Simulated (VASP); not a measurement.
Input of a VASP 6.6.1 run:

INCAR

```
PREC = Accurate
ENCUT = 300
EDIFF = 1E-7
ISMEAR = 1
SIGMA = 0.1
LREAL = F
LASPH = T
NELM = 80
ALGO = Normal
ISIF = 2
LWAVE = F
LCHARG = F
GGA = PE
IBRION = 2
NSW = 40
EDIFFG = -0.01
```

File KPOINTS:

```
Automatic mesh
0
Gamma
  8 8 8
```

File POSCAR:

```
Rh                                      
1.0
    0.0000000000      1.9368880850      1.9368880850
    1.9368880850      0.0000000000      1.9368880850
    1.9368880850      1.9368880850      0.0000000000
  Rh            
     1
Direct
     0.0000000000000000    0.0000000000000000    0.0000000000000000
```

Potentials or basis: VASP PAW PBE potentials, release 64 (Rh).

The run is started by

```bash
$ cat potpaw_PBE.64/Rh/POTCAR > POTCAR
$ mpirun -np 1 vasp_std > vasp.out
```

**Question.** What does it give for the band gap on the k mesh?

**Answer.** None (metal or under the smearing width).

Final structure:
```
Rh
1.0
     0.00000    1.93689    1.93689
     1.93689    0.00000    1.93689
     1.93689    1.93689    0.00000
Rh
1
Direct
  0.00000 0.00000 0.00000
```

Caveat: the relaxation stopped at its first step, so nothing moved.
